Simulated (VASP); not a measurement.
Write the native input for VASP 6.6.1 that does the following.

- Task: band structure
- Functional: LDA
- Potentials or basis: VASP PAW LDA potentials, release 64 (W_sv, Se)
- Cutoff: 520 eV
- k mesh: 9 × 9 × 2
- Occupations: gaussian, width 0.03 eV
- Spin: no spin polarisation
- Further INCAR settings: ALGO = Normal; EDIFF = 1e-06; NBANDS = 35

The structure of WSe2 lies in POSCAR:

```
WSe2                                    
1.0
    3.2813445319      0.0000000000      0.0000000000
   -1.6406722659      2.8417277232      0.0000000000
    0.0000000000      0.0000000000     12.7916582910
  W               Se            
     2     4
Direct
     0.3333333332999970    0.6666666667000030    0.2500000000000000
     0.6666666667000030    0.3333333332999970    0.7500000000000000
     0.3333333332999970    0.6666666667000030    0.6181949413819581
     0.6666666667000030    0.3333333332999970    0.1181949413819581
     0.3333333332999970    0.6666666667000030    0.8818050586180419
     0.6666666667000030    0.3333333332999970    0.3818050586180419
```

One way to write it, as run:

INCAR

```
ALGO = Normal ; EDIFF = 1E-6
ENCUT = 520 ; ISIF = 2
ISMEAR = 0 ; KPAR = 4
LASPH = True ; LCHARG = False
LMAXMIX = 4 ; LREAL = False
LWAVE = False ; NBANDS = 35
NELM = 80 ; PREC = Accurate
SIGMA = 0.03
```

KPOINTS

```
k-points
0
Gamma
  9 9 2
```

KPOINTS_OPT

```
explicit points
258
Reciprocal
 0.0000000000  0.0000000000  0.0000000000 1
 0.0263157895  0.0000000000  0.0000000000 1
 0.0526315789  0.0000000000  0.0000000000 1
 0.0789473684  0.0000000000  0.0000000000 1
 0.1052631579  0.0000000000  0.0000000000 1
 0.1315789474  0.0000000000  0.0000000000 1
[... 250 lines left out ...]
 0.5000000000  0.0000000000  0.0722483900 1
 0.5000000000  0.0000000000 -0.0722483900 1
```

Potentials or basis: VASP PAW LDA potentials, release 64 (W_sv, Se).

The run is started by

```bash
$ cat potpaw_LDA.64/W_sv/POTCAR potpaw_LDA.64/Se/POTCAR > POTCAR
$ mpirun -np 4 vasp_std > vasp.out
```

It gave:

```json
{
  "Pressure": "-3.6 GPa",
  "Largest force": "0.455 eV/Å",
  "Band gap on the k mesh": "0.94 eV, indirect (least direct gap 1.55 eV)",
  "Band gap along the path": "0.81 eV, indirect (least direct gap 1.55 eV)"
}
```

Caveat: spin-orbit coupling is left out, which moves the levels of the heavy elements; the mesh misses the band edges, which the band path finds closer together.

Wall time 55 s on 4 MPI ranks on Intel(R) Xeon(R) 6975P-C (Granite Rapids), on a shared host, peak memory 0.28 GiB a rank.
